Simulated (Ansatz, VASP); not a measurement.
# SiCF2 (F-SiC-F chair, 1 layer): VASP beside Ansatz, part 2 of 2

Wanted: the spread between two codes on one cell, functional and k mesh. Of the first pair: The structure shown is the start of the Ansatz relaxation below; VASP solves that cell, so the two are compared at the walk's first step.

VASP 6.6.1 and Ansatz 0.2.0.

So far: The starting structure; Ansatz: relaxation, PBE.

### Step 3. VASP: single point, PBE, start cell, pair 1

Level of this step: PBE; plane waves and PAW (F, C, Si) (VASP).

The same cell, functional, mesh and smearing now go to VASP, with its own data sets.

Lines of VASP's logs that name or quote its potential files are left out, and so is its time.

Input file INCAR:

```
SYSTEM = SiCF2
PREC = Accurate
ENCUT = 520
EDIFF = 1E-06
NELM = 120
ISMEAR = -1
SIGMA = 0.05
LREAL = .FALSE.
ALGO = Normal
GGA = PE
NBANDS = 17
LORBIT = 11
LWAVE = .FALSE.
LCHARG = .FALSE.
ISIF = 2
LDIPOL = .TRUE.
IDIPOL = 3
DIPOL = 0.5 0.5 0.496
LVHAR = .TRUE.
LASPH = .TRUE.
GGA_COMPAT = .FALSE.
EFERMI = MIDGAP
NELMDL = -8
```

Input file POSCAR:

```
SiCF2
1.0
    3.0855000000      0.0000000000      0.0000000000
   -1.5427500000      2.6721210000      0.0000000000
    0.0000000000      0.0000000000     25.6333330000
F C Si
2 1 1
Direct
    0.6666666667      0.3333333333      0.4291287442
    0.3333333333      0.6666666667      0.5708712558
    0.6666666667      0.3333333333      0.4810143105
    0.3333333333      0.6666666667      0.5053315930
```

Input file KPOINTS:

```
Automatic mesh
0
Gamma
12 12 1
0 0 0
```

PAW data sets: F, C and Si (PBE family, release 64).

Started as:

```sh
$ mpirun -np 1 vasp_std
```

Numbers of over 12 decimals in the logs are rounded to 6 here.

The program printed:

```text
[banner, memory and clock lines left out]
running    1 mpi-ranks, on    1 nodes
 distrk:  each k-point on    1 cores,    1 groups
 distr:  one band on    1 cores,    1 groups

 POSCAR found type information on POSCAR F C Si
 POSCAR found :  3 types and       4 ions
 LDA part: xc-table for (Slater+PW92), standard interpolation
 POSCAR, INCAR and KPOINTS ok, starting setup
 FFT: planning ... GRIDC
 FFT: planning ... GRID_SOFT
 FFT: planning ... GRID
 WAVECAR not read
 entering main loop
       N       E                     dE             d eps       ncg     rms          rms(c)
DAV:   1     0.195132448644E+03    0.19513E+03   -0.92132E+03   710   0.979E+02
DAV:   2    -0.838065845833E-01   -0.19522E+03   -0.18526E+03   925   0.231E+02
DAV:   3    -0.245518984787E+02   -0.24468E+02   -0.24395E+02   812   0.991E+01
DAV:   4    -0.249462003291E+02   -0.39430E+00   -0.39378E+00   942   0.139E+01
DAV:   5    -0.249503205408E+02   -0.41202E-02   -0.41194E-02   863   0.139E+00
DAV:   6    -0.249504268111E+02   -0.10627E-03   -0.10626E-03   935   0.210E-01
DAV:   7    -0.249504304342E+02   -0.36231E-05   -0.36229E-05   907   0.345E-02
DAV:   8    -0.249504305730E+02   -0.13878E-06   -0.13881E-06   868   0.629E-03    0.102E+01
DAV:   9    -0.232596023726E+02    0.16908E+01   -0.47354E+00   942   0.150E+01    0.512E+00
DAV:  10    -0.231470621490E+02    0.11254E+00   -0.37946E-01   891   0.453E+00    0.200E+00
DAV:  11    -0.231382397480E+02    0.88224E-02   -0.43626E-02   913   0.197E+00    0.783E-01
DAV:  12    -0.231402179352E+02   -0.19782E-02   -0.12033E-02   914   0.950E-01    0.139E-01
DAV:  13    -0.231403455307E+02   -0.12760E-03   -0.10306E-03   906   0.271E-01    0.758E-02
DAV:  14    -0.231406156978E+02   -0.27017E-03   -0.44758E-04   890   0.169E-01    0.244E-02
DAV:  15    -0.231407011895E+02   -0.85492E-04   -0.78633E-05   883   0.914E-02    0.129E-02
DAV:  16    -0.231407932086E+02   -0.92019E-04   -0.21159E-05   791   0.377E-02    0.798E-03
DAV:  17    -0.231409300189E+02   -0.13681E-03   -0.27721E-05   781   0.353E-02    0.439E-03
DAV:  18    -0.231409858501E+02   -0.55831E-04   -0.41959E-06   825   0.162E-02    0.243E-03
DAV:  19    -0.231410620538E+02   -0.76204E-04   -0.90845E-06   761   0.164E-02    0.129E-03
DAV:  20    -0.231410748874E+02   -0.12834E-04   -0.63542E-07   768   0.516E-03    0.104E-03
DAV:  21    -0.231410839389E+02   -0.90516E-05   -0.19579E-07   688   0.288E-03    0.412E-04
DAV:  22    -0.231410888796E+02   -0.49406E-05   -0.87075E-08   697   0.138E-03    0.260E-04
DAV:  23    -0.231410908373E+02   -0.19578E-05   -0.25919E-08   689   0.800E-04    0.124E-04
DAV:  24    -0.231410916843E+02   -0.84697E-06   -0.95919E-09   648   0.545E-04
   1 F= -.23141092E+02 E0= -.23141092E+02  d E =-.161292E-08
```

OUTCAR, selected parts (step 3):

```text
ion  position               nearest neighbor table
   1  0.667  0.333  0.429-   3 1.33
   2  0.333  0.667  0.571-   4 1.68
   3  0.667  0.333  0.481-   1 1.33   4 1.89   4 1.89   4 1.89
   4  0.333  0.667  0.505-   2 1.68   3 1.89   3 1.89   3 1.89

  LATTYP: Found a hexagonal cell.
 ALAT       =     3.0855000000
 C/A-ratio  =     8.3076755793

 Subroutine GETGRP returns: Found  6 space group operations
 (whereof  6 operations were pure point group operations)

The static configuration has the point symmetry C_3v.

 Found     19 irreducible k-points:

   k-points           NKPTS =     19   k-points in BZ     NKDIM =     19   number of bands    NBANDS=     17

   dimension x,y,z NGX =    24 NGY =   24 NGZ =  192
   dimension x,y,z NGXF=    48 NGYF=   48 NGZF=  384

   ENCUT  =  520.0 eV  38.22 Ry    6.18 a.u.   5.74  5.74 47.66*2*pi/ulx,y,z

   NELECT =      22.0000    total number of electrons

 k-points in reciprocal lattice and weights: Automatic mesh
   0.00000000  0.00000000  0.00000000       0.007
   0.08333333  0.00000000  0.00000000       0.042
   0.16666667  0.00000000  0.00000000       0.042
   0.25000000  0.00000000  0.00000000       0.042
   0.33333333  0.00000000  0.00000000       0.042
   0.41666667  0.00000000  0.00000000       0.042
   0.50000000  0.00000000  0.00000000       0.021
   0.08333333  0.08333333  0.00000000       0.042
   0.16666667  0.08333333  0.00000000       0.083
[...]
0.33333333  0.25000000  0.00000000       0.083
   0.33333333  0.33333333  0.00000000       0.014

 dipolmoment           0.000000      0.000000      0.063646 electrons x Angstroem

 average (electrostatic) potential at core
       1 -85.7906       2 -84.3789       3 -59.9667       4 -94.1878

 E-fermi :  -4.1571

 k-point     1 :       0.0000    0.0000    0.0000
  band No.  band energies     occupation
    ...
      7     -10.5325      2.00000
      8      -8.5079      2.00000
      9      -8.5079      2.00000
     10      -5.0342      2.00000
     11      -5.0342      2.00000
     12      -3.3256      0.00000
     13       0.6383      0.00000
     14       1.3266      0.00000
     15       1.9442      0.00000
     16       2.3811      0.00000
    ...

 k-point     2 :       0.0833    0.0000    0.0000
  band No.  band energies     occupation
    ...
      7     -10.4963      2.00000
      8      -8.6068      2.00000
      9      -8.5306      2.00000
     10      -5.4705      2.00000
     11      -5.1453      2.00000
     12      -3.0622      0.00000
     13       0.8417      0.00000
     14       1.4852      0.00000
     15       2.0701      0.00000
     16       2.1745      0.00000
    ...

 k-point     3 :       0.1667    0.0000    0.0000
  band No.  band energies     occupation
    ...
      7     -10.5144      2.00000
      8      -8.8519      2.00000
      9      -8.5921      2.00000
     10      -6.3801      2.00000
     11      -5.4119      2.00000
     12      -2.5298      0.00000
     13       0.9422      0.00000
     14       1.7476      0.00000
     15       2.2543      0.00000
     16       2.5995      0.00000
    ...

  Total        2.0592365      2.0592359      2.1691765     -0.0000000      0.0000000     -0.0000000
  in kB       15.6109758     15.6109713     16.4444258     -0.0000000      0.0000000     -0.0000000
  external PRESSURE =      15.8887910 kB  Pullay stress =       0.0000000 kB

  energy-cutoff  :      520.00
  volume of cell :      211.34
      direct lattice vectors                 reciprocal lattice vectors
     3.085500000  0.000000000  0.000000000     0.324096581  0.187117275  0.000000000
    -1.542750000  2.672121000  0.000000000     0.000000000  0.374234550  0.000000000
     0.000000000  0.000000000 25.633333000     0.000000000  0.000000000  0.039011704

 POSITION                                       TOTAL-FORCE (eV/Angst)
 -----------------------------------------------------------------------------------
      1.54275      0.89071     11.00000        -0.000000      0.000000     -4.225488
     -0.00000      1.78141     14.63333        -0.000000      0.000000     -2.091976
      1.54275      0.89071     12.33000         0.000000     -0.000000      3.949987
     -0.00000      1.78141     12.95333        -0.000000      0.000000      2.367476
 -----------------------------------------------------------------------------------
    total drift:                               -0.000000      0.000008     -0.000194

  FREE ENERGIE OF THE ION-ELECTRON SYSTEM (eV)
  ---------------------------------------------------
  free  energy   TOTEN  =       -23.1410916843 eV

  energy  without entropy=      -23.1410916827  energy(sigma->0) =      -23.14109168

 vacuum level on the upper side and lower side of the slab         2.958         1.561

 total charge
# of ion       s       p       d       tot
------------------------------------------
    1        1.749   4.395   0.000   6.144
    2        1.747   4.337   0.000   6.084
    3        0.833   1.698   0.000   2.531
    4        0.723   0.946   0.000   1.670
--------------------------------------------------
tot          5.052  11.377   0.000  16.429

[... 3 further parts left out ...]
```

### Step 4. Side by side

Known differences besides the potentials themselves: the cutoff is 420 eV in Ansatz and 520 eV in VASP. Total energies have different zeros and are not compared.

Forces (eV/Å; atoms numbered as in POSCAR):

```
atom        Ansatz x, y, z          VASP x, y, z
  F1  0.000, 0.000, -3.780  0.000, 0.000, -4.225
  F2  0.000, 0.000, -2.250  0.000, 0.000, -2.092
  C3   0.000, 0.000, 3.517   0.000, 0.000, 3.950
 Si4   0.000, 0.000, 2.513   0.000, 0.000, 2.367
```

The forces differ by 190 meV/Å r.m.s., which is 10.0 % of the r.m.s. force of 1.903 eV/Å (both taken over all components). With vacuum in the cell, a pressure given here is an average over mostly empty space and none of the material.

### Step 5. Ansatz: relaxation, PBE

This run makes the geometry at which the two programs are then compared.

The structure compared here is the end of the Ansatz relaxation.

Input file input.yaml:

```yaml
crystal:
  lattice:
    - [3.0855, 0.0, 0.0]
    - [-1.54275, 2.6721213834, 0.0]
    - [0.0, 0.0, 25.6333333333]
  atoms:
    - { symbol: F, position: [0.6666666667, 0.3333333333, 0.4291287386] }
    - { symbol: C, position: [0.6666666667, 0.3333333333, 0.4810143043] }
    - { symbol: Si, position: [0.3333333333, 0.6666666667, 0.5053315995] }
    - { symbol: F, position: [0.3333333333, 0.6666666667, 0.5708712614] }
kpoints:
  mp_grid: { grid: [12, 12, 1] }
hamiltonian:
  xc: pbe
scf:
  occupations: { method: fermi_dirac, width: 0.05 }
  convergence: { dr2_threshold: 1.0e-08 }
efield:
  axis: 3
  dipole_correction: true
  ramp_position: 0.97
  ramp_width: 0.04
relax:
  f_tol: 0.01
  cell: { fix: [c, alpha, beta] }
output:
  write_potential: true
  write_density: true
  volumetric_format: npy
```

Started as:

```sh
$ ansatz run input.yaml --threads 4 --pin off --max-ram 8192MiB --backend cpu --events-out ev --progress --plain --runs-dir out
```

The program printed:

```text
[...]
Crystal: 4 atoms, lattice volume = 211.342 Å³
Basis set: ecut = 420 eV, 4129 PW (Γ), exchange–correlation on 48×48×360 points (8 copies of the dense FFT grid, shifted against one another)
[...]
cell:  # Å, volume = 222.6656 Å³
    - [3.167078, 0.0, 0]
    - [-1.583539, 2.742770, 0]
    - [0, 0, 25.6333333333]
  atoms:
    - { symbol: F, position: [0.666667, 0.333333, 0.427892] }
    - { symbol: C, position: [0.666667, 0.333333, 0.483854] }
    - { symbol: Si, position: [0.333333, 0.666667, 0.506040] }
    - { symbol: F, position: [0.333333, 0.666667, 0.568559] }
[key lines of the parts left out:]
SCF converged after 5 iterations
Free energy (F): -2503.207488 eV
Fermi energy:    -4.025949 eV
Dipole field:    D = -0.003244 V/Å  (p = -0.003992 e·Å, saw-weighted, corrected)
Work function:   Φ+ = 6.5665 eV   Φ− = 6.4834 eV
P = ⅓ Tr σ = 0.0302 GPa (0.302 kbar)
```

### Step 6. VASP: single point, PBE, relaxed cell, pair 2

The same cell, functional, mesh and smearing now go to VASP, with its own data sets.

INCAR: that of step 3 with these lines changed.

```diff
@@ -2,3 +2,3 @@
 PREC = Accurate
-ENCUT = 520
+ENCUT = 600
 EDIFF = 1E-06
@@ -17,3 +17,3 @@
 IDIPOL = 3
-DIPOL = 0.5 0.5 0.496
+DIPOL = 0.5 0.5 0.497
 LVHAR = .TRUE.
```

Input file POSCAR:

```
SiCF2
1.0
    3.1670779116      0.0000000000      0.0000000000
   -1.5835389558      2.7427699272      0.0000000000
    0.0000000000      0.0000000000     25.6333333333
F C Si
2 1 1
Direct
    0.6666666667      0.3333333333      0.4278919618
    0.3333333333      0.6666666667      0.5685593510
    0.6666666667      0.3333333333      0.4838541609
    0.3333333333      0.6666666667      0.5060404301
```

KPOINTS is that of step 3.

Started as:

```sh
$ mpirun -np 1 vasp_std
```

The program printed:

```text
[... set-up lines as in an earlier step ...]
 entering main loop
       N       E                     dE             d eps       ncg     rms          rms(c)
DAV:   1     0.210185417116E+03    0.21019E+03   -0.93314E+03   686   0.107E+03
DAV:   2     0.190907813008E+01   -0.20828E+03   -0.19858E+03   947   0.238E+02
DAV:   3    -0.247290451360E+02   -0.26638E+02   -0.26563E+02   807   0.104E+02
DAV:   4    -0.251405634255E+02   -0.41152E+00   -0.41071E+00   922   0.146E+01
[...]
DAV:  21    -0.234913185745E+02   -0.23036E-05   -0.21343E-07   808   0.274E-03    0.569E-04
DAV:  22    -0.234913202407E+02   -0.16662E-05   -0.12538E-07   755   0.222E-03    0.277E-04
DAV:  23    -0.234913209563E+02   -0.71557E-06   -0.31955E-08   801   0.120E-03
   1 F= -.23491321E+02 E0= -.23491321E+02  d E =-.200143E-09
```

Parts of OUTCAR (step 6):

```text
  Total       -0.0672382     -0.0672382      0.6125898      0.0000000      0.0000000     -0.0000000
  in kB       -0.4838083     -0.4838083      4.4078536      0.0000000      0.0000000     -0.0000000
  external PRESSURE =       1.1467457 kB  Pullay stress =       0.0000000 kB

 POSITION                                       TOTAL-FORCE (eV/Angst)
 -----------------------------------------------------------------------------------
      1.58354      0.91426     10.96830         0.000000     -0.000000     -0.277986
     -0.00000      1.82851     14.57407        -0.000000      0.000000      0.221579
      1.58354      0.91426     12.40279        -0.000000      0.000000      0.258903
     -0.00000      1.82851     12.97150        -0.000000     -0.000000     -0.202497
 -----------------------------------------------------------------------------------
    total drift:                               -0.000000     -0.000000     -0.001397

  FREE ENERGIE OF THE ION-ELECTRON SYSTEM (eV)
  ---------------------------------------------------
  free  energy   TOTEN  =       -23.4913209563 eV

  energy  without entropy=      -23.4913209561  energy(sigma->0) =      -23.49132096

[... 1 part as in an earlier step ...]

[... 2 further parts left out ...]
[key lines of the parts left out:]
E-fermi :  -4.4387
```

### Step 7. Side by side

What differs besides the data sets and the points named for the pairs above, as far as they apply: the cutoff is 420 eV in Ansatz and 600 eV in VASP; Ansatz's pressure holds a Pulay correction, VASP's none. Total energies have different zeros and are not compared.

Both answers:

| quantity | Ansatz | VASP | difference |
| --- | --- | --- | --- |
| pressure (GPa) | 0.03 | 0.11 | -0.08 |
| gap on the k mesh (eV) | 1.951 | 1.936 | +0.015 |

Forces (eV/Å; atoms numbered as in POSCAR):

| atom | Ansatz x, y, z | VASP x, y, z |
| --- | --- | --- |
| F1 | 0.000, 0.000, -0.005 | 0.000, 0.000, -0.278 |
| F2 | 0.000, 0.000, 0.003 | 0.000, 0.000, 0.222 |
| C3 | 0.000, 0.000, 0.001 | 0.000, 0.000, 0.259 |
| Si4 | 0.000, 0.000, 0.001 | 0.000, 0.000, -0.202 |

The forces differ by 139 meV/Å r.m.s., where the r.m.s. force is 0.002 eV/Å in Ansatz and 0.140 eV/Å in VASP: the atoms lie near their places of rest in Ansatz, so a percentage would say little (all taken over all components). A gap on the mesh is an upper bound, since the band edges may lie between its points. With vacuum in the cell, a pressure given here is an average over mostly empty space and none of the material.

### Step 8. Outcome

* r.m.s. force difference (single point, PBE, start cell, pair 1): 10.0 % of the r.m.s. force
* r.m.s. force difference (single point, PBE, relaxed cell, pair 2): 139 meV/Å

In words: The r.m.s. force difference is 139 meV/Å (single point, PBE, relaxed cell, pair 2), beyond the 12 meV/Å picked in this series as the mark of a large difference. What causes the difference of the single point, PBE, start cell, pair 1 pair stays open here. What causes the difference of the single point, PBE, relaxed cell, pair 2 pair stays open here. How closely two codes agree says nothing of how well the functional describes the real material.

[Lines on the potential files, build, host, timing and source positions are cut from VASP's logs without a mark.]

[Logs are printed without paths, hosts, clocks, repeated set-up lines and the standing remarks that a program may print on its own settings, such as how far it seeks lower states.]

[Hosts, paths, dates, database ids (printed as entryN), source tags and the programs' standing remarks are cut or masked in the printed files.]
